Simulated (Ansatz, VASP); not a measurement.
# Cross-check of Si81C121 (amorphous Si0.40C0.60) between VASP and Ansatz

Aim: how closely do two programs agree when they are given the same cell, functional and k mesh? Of the first pair: The structure shown is the start of the Ansatz relaxation below; VASP solves that cell, so the two are compared at the walk's first step.

Calculated with Ansatz 0.2.0; plane waves, with VASP 6.6.1 beside it; PBEsol.

### 1. Set-up

The cell holds 202 atoms: 81 Si and 121 C. Its edges and angles: a = 12.724 Å, b = 12.892 Å, c = 12.971 Å, α = 89.6°, β = 90.9°, γ = 89.8°. As first built, before any earlier steps moved the atoms or strained the cell (in the runner's words): 202 atoms (81 Si, 121 C) placed at random at 2.88 g/cm^3, melted at 4500 K for 10 ps at fixed volume with the Erhart-Albe potential (Erhart and Albe, Phys. Rev. B 71, 035211 (2005)). Quenched from 4500 K to 700 K at 100 K/ps and fixed volume, held 5 ps, then minimised at fixed cell.

### 2. Ansatz: relaxation, PBEsol

Ansatz runs on its PAW soft_1 files.

The two programs are compared at the cell with which this relaxation starts, whose forces are those of its first step.

Input file input.yaml:

```yaml
crystal:
  lattice:
    - [12.72316, 0.02153, -0.09777]
    - [0.02175, 12.89189, 0.044]
    - [-0.09875, 0.044, 12.97042]
  atoms:
    - { symbol: Si, position: [0.19369, 0.2061, 0.2155] }
    - { symbol: Si, position: [0.92435, 0.86765, 0.17914] }
    - { symbol: Si, position: [0.64472, 0.48841, 0.26771] }
    - { symbol: Si, position: [0.57204, 0.85569, 0.92417] }
    - { symbol: Si, position: [0.31077, 0.21718, 0.97426] }
    - { symbol: Si, position: [0.55069, 0.63355, 0.99265] }
    - { symbol: Si, position: [0.03819, 0.47653, 0.62034] }
    - { symbol: Si, position: [0.40824, 0.82267, 0.07463] }
    - { symbol: Si, position: [0.59034, 0.71738, 0.4109] }
    - { symbol: Si, position: [0.60509, 0.87591, 0.58122] }
    - { symbol: Si, position: [0.38835, 0.86331, 0.24656] }
    - { symbol: Si, position: [0.35867, 0.03664, 0.28092] }
    - { symbol: Si, position: [0.06601, 0.72712, 0.00065] }
    - { symbol: Si, position: [0.88475, 0.23124, 0.84831] }
    - { symbol: Si, position: [0.07023, 0.25609, 0.07564] }
    - { symbol: Si, position: [0.68053, 0.10771, 0.60727] }
    - { symbol: Si, position: [0.45025, 0.04936, 0.00438] }
    - { symbol: Si, position: [0.86046, 0.18105, 0.51555] }
    - { symbol: Si, position: [0.41283, 0.76989, 0.48923] }
    - { symbol: Si, position: [0.77011, 0.57436, 0.92231] }
    - { symbol: Si, position: [0.40717, 0.42227, 0.17748] }
    - { symbol: Si, position: [0.46908, 0.44239, 0.46841] }
    - { symbol: Si, position: [0.6841, 0.39077, 0.07547] }
    - { symbol: Si, position: [0.18154, 0.584, 0.84033] }
    - { symbol: Si, position: [0.92746, 0.67503, 0.6029] }
    - { symbol: Si, position: [0.4841, 0.06323, 0.70879] }
    - { symbol: Si, position: [0.16373, 0.71545, 0.6111] }
    - { symbol: Si, position: [0.46667, 0.42493, 0.97787] }
    - { symbol: Si, position: [0.10414, 0.48772, 0.37459] }
    - { symbol: Si, position: [0.01944, 0.64742, 0.15656] }
[... 166 atom lines left out ...]
    - { symbol: C, position: [0.11877, 0.85633, 0.27798] }
    - { symbol: C, position: [0.10211, 0.93598, 0.63285] }
    - { symbol: C, position: [0.79708, 0.15796, 0.05109] }
    - { symbol: C, position: [0.27598, 0.24872, 0.724] }
    - { symbol: C, position: [0.60756, 0.23224, 0.78646] }
    - { symbol: C, position: [0.40933, 0.35486, 0.57237] }
kpoints:
  mp_grid: { grid: [1, 1, 1] }
hamiltonian:
  xc: pbesol
  pseudopotentials: { kind: paw, azcp: { folder: soft_1 }, xc_functional: pbe }
scf:
  occupations: { method: fermi_dirac, width: 0.05 }
output:
  forces: true
  eigenvalues: true
  stress: true
relax:
  f_tol: 0.05
  max_steps: 70
```

The run is started by

```bash
$ ansatz run input.yaml --threads 8 --pin off --max-ram 15872MiB --backend cpu --events-out ev --progress --plain --runs-dir out
```

Numbers of over 12 decimals in the logs are rounded to 6 here.

What it wrote:

```text
Warning: output.stress: scf.convergence.dr2_threshold = 1e-7 eV (the SCF's general default) is looser than the 1.08e-8 eV advised for a printed stress (1e-10 eV for each atom of the cell: 202, of which 108 are counted). What an SCF threshold leaves in a stress goes as its square root, and in the free energy as the threshold itself, and one threshold admits the most on a small cell: [figures from the program's tests c [...]
Engine: ansatz 0.2.0, aarch64-unknown-linux-gnu
Pseudopotentials: kind: paw
Pseudopotential: Si, paw, valence charge 4, recommended cutoff 420 eV (normal), soft_1/Si.paw.azcp
Pseudopotential: C, paw, valence charge 4, recommended cutoff 420 eV (normal), soft_1/C.paw.azcp
Functional definition: PBEsol
  exchange = pbesol_x
  correlation = pbesol_c
Crystal: 202 atoms, lattice volume = 2127.325 Å³
Basis set: ecut = 420 eV, 41595 PW (Γ), exchange–correlation on 180×180×180 points (8 copies of the dense FFT grid, shifted against one another)
Bands: 606, of which v1, the nominal top of the filled ones, is band 404 counted from 1 (403 counted from 0)
Symmetry: 1 space group operations
Space group: P1 (ITA 1), of the structure as read, at distance tolerance 1.3e-4 Å
k-points: 1
Non-local potential: Si, projectors of the file, l = 0: 2, l = 1: 2, l = 2: 1
Non-local potential: C, projectors of the file, l = 0: 2, l = 1: 2, l = 2: 1
PAW form: soft (Blöchl's): semilocal exchange-correlation on the pseudo side does not see the compensation charge
PAW frozen core: Si, regenerated for the run's functional, and the local potential with it (the file was generated under x = pbe(κ = 0.804, μ = 0.219515), c = pbe(β = 0.066725))
PAW frozen core: C, regenerated for the run's functional, and the local potential with it (the file was generated under x = pbe(κ = 0.804, μ = 0.219515), c = pbe(β = 0.066725))
PAW one-centre angular grid: Si, 110 points (default); XC on 64 Gauss nodes
PAW one-centre angular grid: C, 110 points (default); XC on 64 Gauss nodes
Initial density: superposition of atomic densities (chi_scale 0.1, normalization cell, long waves 2 % of neutral atoms (reshape's long-wave potential 1.02 eV rms, cloud 1.87 Å wide))
Initial wavefunctions: pseudopotential atomic-orbital guess
Functional: x = pbesol(κ = 0.804, μ = 0.123457), c = pbesol(β = 0.046)
SCF iter   1: F=—  HF=-80178.469666 eV  |F-HF|=—  |Δ(HF+E_count)|=         —  Δρ=1.02e-1  dr2=4.14e2  ethr=3.10e-3  ⟨swp⟩=7.0  Hψ=2816  notcnv=0  defer=91
preconditioner: auto → Kerker (q_TF=auto, 2.322 Å⁻¹)  [metal: Δε(μ)=0.085 eV  Ē_g=11.694 eV  σ=0.050 eV  W_gap=0.39  n_scr=460 (ndim 8)  ℏωp=22.9 eV  f_vac=0.000  D(μ)=21.48/eV (n_scr^D=80)]
SCF iter   2: F=—  HF=-80121.471613 eV  |F-HF|=—  |Δ(HF+E_count)|=    5.70e1  Δρ=5.50e-2  dr2=1.79e2  ethr=3.10e-3  ⟨swp⟩=2.0  Hψ=1121  notcnv=0  defer=170
preconditioner: auto → Resta (q_TF=auto, 2.322 Å⁻¹)  ε∞=5.0  [insulator: Δε(μ)=0.154 eV  Ē_g=11.498 eV  σ=0.050 eV  W_gap=0.64  n_scr=460 (ndim 8)  ℏωp=22.9 eV  f_vac=0.000  D(μ)=15.64/eV (n_scr^D=56)  ε∞_Penn≈5.0]
SCF iter   3: F=—  HF=-80088.932862 eV  |F-HF|=—  |Δ(HF+E_count)|=    3.25e1  Δρ=1.03e-2  dr2=3.74e0  ethr=3.10e-3  ⟨swp⟩=4.0  Hψ=1608  notcnv=0  defer=169
SCF iter   4: F=—  HF=-80088.423982 eV  |F-HF|=—  |Δ(HF+E_count)|=   5.09e-1  Δρ=4.03e-3  dr2=1.30e0  ethr=4.63e-4  ⟨swp⟩=5.0  Hψ=665  notcnv=0  defer=169
SCF iter   5: F=—  HF=-80088.360750 eV  |F-HF|=—  |Δ(HF+E_count)|=   6.32e-2  Δρ=1.66e-3  dr2=2.11e-1  ethr=1.61e-4  ⟨swp⟩=2.0  Hψ=711  notcnv=0  defer=169
SCF iter   6: F=—  HF=-80088.351723 eV  |F-HF|=—  |Δ(HF+E_count)|=   9.03e-3  Δρ=4.06e-4  dr2=5.70e-3  ethr=2.62e-5  ⟨swp⟩=2.0  Hψ=730  notcnv=0  defer=169
SCF iter   7: F=—  HF=-80088.353890 eV  |F-HF|=—  |Δ(HF+E_count)|=   2.17e-3  Δρ=1.19e-4  dr2=5.95e-4  ethr=7.06e-7  ⟨swp⟩=2.0  Hψ=1010  notcnv=0  defer=169
SCF iter   8: F=—  HF=-80088.354116 eV  |F-HF|=—  |Δ(HF+E_count)|=   2.26e-4  Δρ=3.32e-5  dr2=6.43e-5  ethr=7.36e-8  ⟨swp⟩=2.0  Hψ=657  notcnv=0  defer=169
[...]
- { symbol: C, position: [0.917684, 0.573426, 0.319484] }
    - { symbol: C, position: [0.315544, 0.987764, 0.959660] }
    - { symbol: C, position: [0.884016, 0.673638, 0.299053] }
    - { symbol: C, position: [0.276833, 0.863835, 0.721481] }
    - { symbol: C, position: [0.588075, 0.339710, 0.839363] }
    - { symbol: C, position: [0.791766, 0.00807331, 0.276849] }
    - { symbol: C, position: [0.170263, 0.717910, 0.463704] }
    - { symbol: C, position: [0.939111, 0.487249, 0.505172] }
    - { symbol: C, position: [0.954328, 0.592730, 0.817676] }
    - { symbol: C, position: [0.225677, 0.358619, 0.700278] }
    - { symbol: C, position: [0.996766, 0.032626, 0.962297] }
    - { symbol: C, position: [0.472752, 0.394787, 0.833398] }
    - { symbol: C, position: [0.613615, 0.991158, 0.672376] }
    - { symbol: C, position: [0.301702, 0.568053, 0.599397] }
    - { symbol: C, position: [0.138371, 0.406671, 0.201019] }
    - { symbol: C, position: [0.849628, 0.478163, 0.097173] }
    - { symbol: C, position: [0.871884, 0.017529, 0.932548] }
    - { symbol: C, position: [0.958803, 0.425718, 0.733918] }
    - { symbol: C, position: [0.968313, 0.073772, 0.243143] }
    - { symbol: C, position: [0.895440, 0.724706, 0.199399] }
    - { symbol: C, position: [0.968987, 0.565077, 0.423568] }
    - { symbol: C, position: [0.197452, 0.187863, 0.784977] }
    - { symbol: C, position: [0.118594, 0.837131, 0.076496] }
    - { symbol: C, position: [0.054694, 0.637008, 0.774277] }
[...]
- { symbol: C, position: [0.00692551, 0.169040, 0.515862] }
    - { symbol: C, position: [0.136197, 0.358900, 0.614376] }
    - { symbol: C, position: [0.118535, 0.856541, 0.278160] }
    - { symbol: C, position: [0.103706, 0.936995, 0.632590] }
    - { symbol: C, position: [0.797735, 0.157810, 0.051133] }
    - { symbol: C, position: [0.275829, 0.248455, 0.723695] }
    - { symbol: C, position: [0.607289, 0.232154, 0.786774] }
    - { symbol: C, position: [0.410449, 0.354692, 0.573134] }
```

### 3. VASP: single point, PBEsol, start cell, pair 1

The same cell, functional, mesh and smearing now go to VASP, with its own data sets.

Lines of VASP's logs that name or quote its potential files are left out, and so is its time.

Input file INCAR:

```
SYSTEM = Si81C121
PREC = Accurate
ENCUT = 520
EDIFF = 1E-06
NELM = 120
ISMEAR = -1
SIGMA = 0.05
LREAL = Auto
ALGO = Normal
GGA = PS
NBANDS = 545
LORBIT = 11
LWAVE = .FALSE.
LCHARG = .FALSE.
ISIF = 2
LASPH = .TRUE.
GGA_COMPAT = .FALSE.
EFERMI = MIDGAP
```

Input file POSCAR:

```
Si81C121
1.0
   12.7231600000      0.0215300000     -0.0977700000
    0.0217500000     12.8918900000      0.0440000000
   -0.0987500000      0.0440000000     12.9704200000
Si C
81 121
Direct
    0.1936938804      0.2061022568      0.2155033493
    0.9243472972      0.8676475462      0.1791381423
    0.6447229838      0.4884109127      0.2677125711
    0.5720395434      0.8556868304      0.9241703881
    0.3107706174      0.2171785348      0.9742574402
    0.5506921462      0.6335507885      0.9926482671
    0.0381897265      0.4765308134      0.6203397002
    0.4082379669      0.8226665603      0.0746325946
    0.5903386713      0.7173820429      0.4109005415
    0.6050889975      0.8759071724      0.5812163088
    0.3883524844      0.8633094249      0.2465597573
    0.3586722196      0.0366367763      0.2809203838
    0.0660095098      0.7271199269      0.0006522898
    0.8847519848      0.2312403908      0.8483092779
    0.0702262372      0.2560881156      0.0756412007
    0.6805326290      0.1077133054      0.6072738038
    0.4502465809      0.0493576458      0.0043829631
    0.8604601691      0.1810510503      0.5155469865
    0.4128271617      0.7698937719      0.4892275490
    0.7701062992      0.5743562861      0.9223079604
    0.4071663116      0.4222673679      0.1774829871
    0.4690763608      0.4423936810      0.4684116840
    0.6841031268      0.3907689667      0.0754710278
    0.1815414427      0.5839963592      0.8403315750
    0.9274625617      0.6750293476      0.6029008099
    0.4841028516      0.0632328041      0.7087934309
    0.1637317420      0.7154487387      0.6111003582
    0.4666704513      0.4249280868      0.9778734639
    0.1041394610      0.4877233523      0.3745924872
    0.0194431736      0.6474219735      0.1565573352
[... 166 atom lines left out ...]
    0.1187696666      0.8563299651      0.2779812521
    0.1021079773      0.9359803968      0.6328476610
    0.7970826189      0.1579590562      0.0510916816
    0.2759837136      0.2487224312      0.7239965352
    0.6075622286      0.2322401959      0.7864574000
    0.4093325529      0.3548589615      0.5723721090
```

Input file KPOINTS:

```
Automatic mesh
0
Gamma
1 1 1
0 0 0
```

The projector-augmented-wave data sets are Si and C (PBE family, release 64).

The run is started by

```bash
$ export OMP_NUM_THREADS=3
$ mpirun -np 1 vasp_gam
```

What it wrote:

```text
[banner, memory and clock lines left out]
running    1 mpi-ranks, on    1 nodes
[...]
Offloading initialized ...    1 GPUs detected
[...]
|                                                                             |
|               ----> ADVICE to this user running VASP <----                  |
|                                                                             |
|     You enforced a specific xc type in the INCAR file but a different       |
|     [... a line on the potential file left out ...]
|     I HOPE YOU KNOW WHAT YOU ARE DOING!                                     |
|                                                                             |

 LDA part: xc-table for (Slater+PW92), standard interpolation
 POSCAR, INCAR and KPOINTS ok, starting setup
[...]
entering main loop
       N       E                     dE             d eps       ncg     rms          rms(c)
DAV:   1     0.486877593718E+04    0.48688E+04   -0.42536E+05  1090   0.143E+03
DAV:   2    -0.104017840635E+04   -0.59090E+04   -0.55401E+04  1371   0.291E+02
DAV:   3    -0.162633346592E+04   -0.58616E+03   -0.57087E+03  1340   0.864E+01
DAV:   4    -0.164556239294E+04   -0.19229E+02   -0.19029E+02  1332   0.169E+01
[...]
DAV:  16    -0.153050927613E+04    0.52315E-05   -0.77714E-05  1284   0.127E-02    0.185E-02
DAV:  17    -0.153050927611E+04    0.27631E-07   -0.28616E-05  1268   0.733E-03    0.647E-03
DAV:  18    -0.153050927649E+04   -0.38858E-06   -0.66030E-06  1204   0.345E-03
   1 F= -.15305093E+04 E0= -.15304260E+04  d E =-.166460E+00
```

OUTCAR, selected parts (step 3):

```text
  FREE ENERGIE OF THE ION-ELECTRON SYSTEM (eV)
  ---------------------------------------------------
  free  energy   TOTEN  =     -1530.5092764941 eV

  energy  without entropy=    -1530.3428164069  energy(sigma->0) =    -1530.42604645

[... 2 further parts left out ...]
[key lines of the parts left out:]
E-fermi :   8.1117
```

The run ends at a pressure of -1.59 GPa, with forces up to 0.34 eV/Å.

### 4. Comparison

Known differences besides the potentials themselves: the cutoff is 420 eV in Ansatz and 520 eV in VASP (PREC = Accurate, projectors in real space); Ansatz makes its cores anew for this functional, VASP keeps those of its PBE data sets. Total energies have different zeros and are not compared.

Forces on 9 of the 202 atoms, those with the largest forces and the largest differences (eV/Å; atoms numbered as in POSCAR):

| atom | Ansatz x, y, z | VASP x, y, z |
| --- | --- | --- |
| C83 | 0.043, -0.123, 0.077 | 0.008, -0.073, 0.075 |
| C84 | -0.229, 0.033, -0.089 | -0.198, 0.047, -0.109 |
| C96 | 0.065, 0.004, 0.053 | 0.065, -0.057, 0.028 |
| C118 | 0.313, 0.174, -0.101 | 0.290, 0.141, -0.109 |
| C122 | -0.281, -0.153, 0.034 | -0.262, -0.151, 0.048 |
| C143 | 0.158, 0.137, -0.134 | 0.131, 0.125, -0.143 |
| C144 | 0.219, 0.006, -0.134 | 0.185, -0.007, -0.118 |
| C153 | 0.287, 0.105, 0.139 | 0.227, 0.085, 0.117 |
| C174 | -0.014, 0.233, 0.132 | -0.022, 0.190, 0.098 |

The forces differ by 16 meV/Å r.m.s., which is 23.1 % of the r.m.s. force of 0.068 eV/Å (both taken over all components).

### 5. Ansatz: relaxation, PBEsol

This run makes the geometry at which the two programs are then compared.

The structure compared here is the end of the Ansatz relaxation.

This is the run of step 2 again, met here at its other cell.

### 6. VASP: single point, PBEsol, relaxed atoms in a fixed cell, pair 2

The same cell, functional, mesh and smearing now go to VASP, with its own data sets.

Edit INCAR of step 3 so:

```diff
@@ -2,3 +2,3 @@
 PREC = Accurate
-ENCUT = 520
+ENCUT = 600
 EDIFF = 1E-06
```

Input file POSCAR:

```
Si81C121
1.0
   12.7231600000      0.0215300000     -0.0977700000
    0.0217500000     12.8918900000      0.0440000000
   -0.0987500000      0.0440000000     12.9704200000
Si C
81 121
Direct
    0.1939700000      0.2062500000      0.2163200000
    0.9252800000      0.8677400000      0.1789900000
    0.6432200000      0.4880900000      0.2675700000
    0.5717900000      0.8548400000      0.9238000000
    0.3104600000      0.2169800000      0.9736000000
    0.5486300000      0.6332600000      0.9931400000
    0.0372500000      0.4765000000      0.6204900000
    0.4080300000      0.8225900000      0.0745200000
    0.5916600000      0.7174200000      0.4103400000
    0.6058100000      0.8756700000      0.5805700000
    0.3895200000      0.8629100000      0.2467200000
    0.3579100000      0.0360000000      0.2809800000
    0.0655000000      0.7276000000      0.0004200000
    0.8853300000      0.2312700000      0.8483400000
    0.0699300000      0.2561500000      0.0758800000
    0.6814000000      0.1076400000      0.6073300000
    0.4490900000      0.0493700000      0.0042100000
    0.8602300000      0.1810100000      0.5153800000
    0.4123000000      0.7702600000      0.4889300000
    0.7711100000      0.5746900000      0.9223800000
    0.4061600000      0.4217300000      0.1780800000
    0.4699200000      0.4423500000      0.4688200000
    0.6835900000      0.3913000000      0.0754900000
    0.1808700000      0.5844100000      0.8404600000
    0.9274000000      0.6751500000      0.6029800000
    0.4849200000      0.0628200000      0.7089700000
    0.1635900000      0.7154600000      0.6113900000
    0.4658900000      0.4245200000      0.9781900000
    0.1040900000      0.4876400000      0.3746300000
    0.0205300000      0.6479000000      0.1566900000
[... 166 atom lines left out ...]
    0.1185300000      0.8565400000      0.2781600000
    0.1037100000      0.9369900000      0.6325900000
    0.7977300000      0.1578100000      0.0511300000
    0.2758300000      0.2484600000      0.7236900000
    0.6072900000      0.2321500000      0.7867700000
    0.4104500000      0.3546900000      0.5731300000
```

KPOINTS is that of step 3.

What it wrote:

```text
[banner, memory and clock lines left out]
running    1 mpi-ranks, on    1 nodes
[...]
Offloading initialized ...    1 GPUs detected
[...]
[... a notice as in an earlier step ...]

 LDA part: xc-table for (Slater+PW92), standard interpolation
 POSCAR, INCAR and KPOINTS ok, starting setup
[...]
entering main loop
       N       E                     dE             d eps       ncg     rms          rms(c)
DAV:   1     0.525830595776E+04    0.52583E+04   -0.46399E+05  1090   0.160E+03
DAV:   2    -0.985137032023E+03   -0.62434E+04   -0.58514E+04  1356   0.306E+02
DAV:   3    -0.162559263371E+04   -0.64046E+03   -0.62391E+03  1356   0.908E+01
DAV:   4    -0.164643960560E+04   -0.20847E+02   -0.20654E+02  1324   0.177E+01
[...]
DAV:  16    -0.153070335788E+04    0.48134E-05   -0.80975E-05  1276   0.129E-02    0.190E-02
DAV:  17    -0.153070335767E+04    0.21094E-06   -0.30427E-05  1292   0.755E-03    0.661E-03
DAV:  18    -0.153070335810E+04   -0.43175E-06   -0.70213E-06  1204   0.357E-03
   1 F= -.15307034E+04 E0= -.15306182E+04  d E =-.170277E+00
```

OUTCAR, selected parts (step 6):

```text
  FREE ENERGIE OF THE ION-ELECTRON SYSTEM (eV)
  ---------------------------------------------------
  free  energy   TOTEN  =     -1530.7033581047 eV

  energy  without entropy=    -1530.5330815413  energy(sigma->0) =    -1530.61821982

[... 1 part as in an earlier step ...]

[... 1 further part left out ...]
[key lines of the parts left out:]
E-fermi :   8.1147
```

The run ends at a pressure of -1.38 GPa, with forces up to 0.089 eV/Å.

### 7. Comparison

What differs besides the data sets and the points named for the pairs above, as far as they apply: the cutoff is 420 eV in Ansatz and 600 eV in VASP (PREC = Accurate, projectors in real space). Total energies have different zeros and are not compared.

The two programs side by side:

```
              quantity  Ansatz   VASP  difference
        pressure (GPa)   -1.61  -1.38       -0.22
gap on the k mesh (eV)   0.160  0.160      +0.001
```

The largest component of a force difference here is 64 meV/Å. A gap on the mesh is an upper bound, since the band edges may lie between its points.

### 8. Results

| Quantity | Value |
| --- | --- |
| r.m.s. force difference (single point, PBEsol, start cell, pair 1) | 16 meV/Å |
| r.m.s. force difference (single point, PBEsol, relaxed atoms in a fixed cell, pair 2) | 15 meV/Å |

In words: The r.m.s. force difference is 16 meV/Å (single point, PBEsol, start cell, pair 1), beyond the 12 meV/Å picked in this series as the mark of a large difference. What causes the difference of the single point, PBEsol, start cell, pair 1 pair stays open here. What causes the difference of the single point, PBEsol, relaxed atoms in a fixed cell, pair 2 pair stays open here. Such differences can come from data sets, numerical settings and the points named under the comparisons, not from the functional's error against experiment.

[Lines on the potential files, build, host, timing and source positions are cut from VASP's logs without a mark.]

[Logs are printed without paths, hosts, clocks, repeated set-up lines and the standing remarks that a program may print on its own settings, such as how far it seeks lower states.]

[Hosts, paths, dates, database ids (printed as entryN), source tags and the programs' standing remarks are cut or masked in the printed files.]
